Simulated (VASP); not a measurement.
Consider the following.

```yaml
crystal:
  lattice:
    - [0.00000, 2.60240, 2.60240]
    - [2.60240, 0.00000, 2.60240]
    - [2.60240, 2.60240, 0.00000]
  atoms:
    - { symbol: Sr, position: [0.00000, 0.00000, 0.00000] }
    - { symbol: O, position: [0.50000, 0.50000, 0.50000] }
```

Computed with B3LYP hybrid, VASP's PBE PAW potentials (set 64) (plane waves; VASP). Run with 520 eV cut-off, 6×6×6 Γ-centred mesh, Gaussian smearing of 0.050 eV, potentials Sr_sv O.

Question: Predict the energy per atom (σ→0), band gap (over the mesh, the named points and PBE's band edges) with the smallest direct gap where there is one.

Answer: 
The band gap (over the mesh, the named points and PBE's band edges) is 5.16 eV. The smallest direct gap (over the mesh, the named points and PBE's band edges) is 5.28 eV and the energy per atom (σ→0) is -6.914 eV/atom.

Only differences to runs with the same potentials and settings are physical.

The compound is SrO in the rock salt structure. It was relaxed first.
